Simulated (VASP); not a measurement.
Input:

```xyz
1
Lattice="0.0000 1.9830 1.9830 1.9830 0.0000 1.9830 1.9830 1.9830 0.0000" Properties=species:S:1:pos:R:3 pbc="T T T"
Pt     0.0000     0.0000     0.0000
```

All values below come from PBE GGA, VASP's PBE PAW potentials (set 64) (plane waves; VASP 6.6.1). Run with 480 eV cut-off, 14×14×14 Γ-centred mesh, first-order Methfessel-Paxton smearing of 0.10 eV, potentials Pt.

Each relaxation starts from this cell; other phases were not tried.

The cell is relaxed at 2 GPa. What happens?

The volume per atom goes from 15.60 to 15.48 Å³ (-0.7 %), and the cell becomes a = b = c = 3.956 Å, α = β = γ = 90.00°, space group Fm-3m.

The cell is relaxed at 20 GPa. What happens?

The volume per atom goes from 15.60 to 14.59 Å³ (-6.4 %), and the cell becomes a = b = c = 3.8792 Å, α = β = γ = 90.00°, space group Fm-3m.

Failed runs are left out, and for metals the shear rows, which the mesh's noise covers.

The compound is Pt in the fcc structure.
